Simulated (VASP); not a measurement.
Input:

```
BaZrO3
1.0
    4.15980     0.00000     0.00000
    0.00000     4.15980     0.00000
    0.00000     0.00000     4.15980
Ba Zr O
1 1 3
Cartesian
  0.00000   0.00000   0.00000
  2.07990   2.07990   2.07990
  2.07990   0.00000   2.07990
  0.00000   2.07990   2.07990
  2.07990   2.07990   0.00000
```

Calculation: LDA (Ceperley-Alder, Perdew-Zunger) with spin-orbit coupling, VASP's LDA PAW potentials (set 64) (plane waves; VASP 6.6.1). Run with 520 eV cut-off, 5×5×5 Γ-centred mesh, Gaussian smearing of 0.050 eV, potentials Ba_sv Zr_sv O.

Problem. Estimate the energy per atom (σ→0), band gap (over mesh and band path) with the smallest direct gap where there is one.

Solution. 
```
Item                                                   Result
---------------------------------------------  --------------
band gap (over mesh and band path)                    3.08 eV
smallest direct gap (over mesh and band path)         3.23 eV
energy per atom (σ→0)                          -9.202 eV/atom
```

The compound is BaZrO3 in the cubic perovskite structure. It was relaxed first.
